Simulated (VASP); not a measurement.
An input for Quantum ESPRESSO's pw.x (written as the equivalent of a VASP run, and not itself run):

```
&CONTROL
  calculation = 'scf'
  pseudo_dir = './pseudo'
  outdir = './out'
  tprnfor = .true.
  tstress = .true.
/
&SYSTEM
  ibrav = 0
  nat = 2
  ntyp = 2
  ecutwfc = 86
  occupations = 'tetrahedra'
  input_dft = 'pbe'
/
&ELECTRONS
  conv_thr = 7.3e-09
  electron_maxstep = 100
/
ATOMIC_SPECIES
  Ru 101.070 Ru.upf
  Se 78.971 Se.upf
CELL_PARAMETERS angstrom
    -0.0000000    2.7501458    2.7501458
     2.7501458    0.0000000    2.7501458
     2.7501458    2.7501458    0.0000000
ATOMIC_POSITIONS crystal
  Ru   0.0000000  0.0000000  0.0000000
  Se   0.2500000  0.2500000  0.2500000
K_POINTS automatic
  13 13 13 0 0 0
```

Translate this input to VASP (INCAR, KPOINTS, POSCAR, choice of POTCAR).

This is not unique; one that fits is 
### KPOINTS
```
Automatic mesh
0
Gamma
13 13 13
0 0 0
```

### INCAR
```
SYSTEM  =  RuSe
PREC  =  Accurate; ENCUT  =  400; LREAL  =  .FALSE.
LASPH  =  .TRUE.
EDIFF  =  1E-7; NELM  =  100; ALGO  =  Normal
LMAXMIX  =  4
ISMEAR  =  -5
GGA  =  PE
ISIF  =  2
LWAVE  =  .FALSE.; LCHARG  =  .TRUE.; LORBIT  =  11
NEDOS  =  601
```

**POSCAR**
```
RuSe
2.7501460
  0.0000000000   0.9999999414   0.9999999414
  0.9999999414   0.0000000000   0.9999999414
  0.9999999414   0.9999999414   0.0000000000
Ru Se
1 1
Cartesian
  0.0000000000   0.0000000000   0.0000000000
  0.4999999707   0.4999999707   0.4999999707
```

POTCAR, in this order: Ru_pv Se (PBE.64 set). Program: vasp_std.

The two are equivalent in intent, not identical: the potentials are each code's own (VASP's PAW set, PseudoDojo norm-conserving files in pw.x), so ENCUT and ecutwfc are chosen apart and not converted; conv_thr bounds pw.x's estimated SCF error, while EDIFF bounds the energy change between steps.

The structure was generated: RuSe was put into the zinc blende type (F-43m), which need not be its known phase. It was relaxed first, which changed the volume by -28 %.
